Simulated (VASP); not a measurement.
Computed with PBE GGA, VASP's PBE PAW potentials (set 64) (plane waves; VASP 6.6.1).

VASP ran on this input.

**POSCAR**
```
BaF2
1
    0.0000000000     3.1620000000     3.1620000000
    3.1620000000     0.0000000000     3.1620000000
    3.1620000000     3.1620000000     0.0000000000
Ba F
1 2
Direct
  0.0000000000   0.0000000000   0.0000000000
  0.2500000000   0.2500000000   0.2500000000
  0.7500000000   0.7500000000   0.7500000000
```

File KPOINTS:
```
Automatic mesh
0
Gamma
6 6 6
0 0 0
```

### INCAR
```
ALGO=Normal
EDIFF=1E-6
ENCUT=520
GGA=PE
ISIF=2
ISMEAR=0
LASPH=.TRUE.
LCHARG=.FALSE.
LMAXMIX=4
LREAL=.FALSE.
LWAVE=.FALSE.
NELM=100
PREC=Accurate
SIGMA=0.05
SYSTEM=BaF2
```

POTCAR, in this order: Ba_sv F (PBE.64 set). Program: vasp_std.

Q: Estimate the energy per atom (σ→0), pressure.

A: 
```
Quantity                        Value
---------------------  --------------
energy per atom (σ→0)  -5.709 eV/atom
pressure                    -1.01 GPa
```

File OSZICAR:
```
...
DAV:   7    -0.170973275474E+02    0.78645E-02   -0.35675E-01   632   0.546E+00    0.204E+00
DAV:   8    -0.171146864233E+02   -0.17359E-01   -0.58333E-02   584   0.292E+00    0.266E-01
DAV:   9    -0.171240133699E+02   -0.93269E-02   -0.13364E-02   688   0.835E-01    0.150E-01
DAV:  10    -0.171267154698E+02   -0.27021E-02   -0.38523E-03   536   0.441E-01    0.411E-02
DAV:  11    -0.171267002619E+02    0.15208E-04   -0.33863E-04   704   0.146E-01    0.157E-02
DAV:  12    -0.171267240339E+02   -0.23772E-04   -0.52271E-05   512   0.551E-02    0.268E-03
DAV:  13    -0.171267243589E+02   -0.32496E-06   -0.80623E-07   568   0.719E-03
   1 F= -.17126724E+02 E0= -.17126724E+02  d E =-.608787E-12
```

The compound is BaF2 in the fluorite structure. The cell was not relaxed at this level.
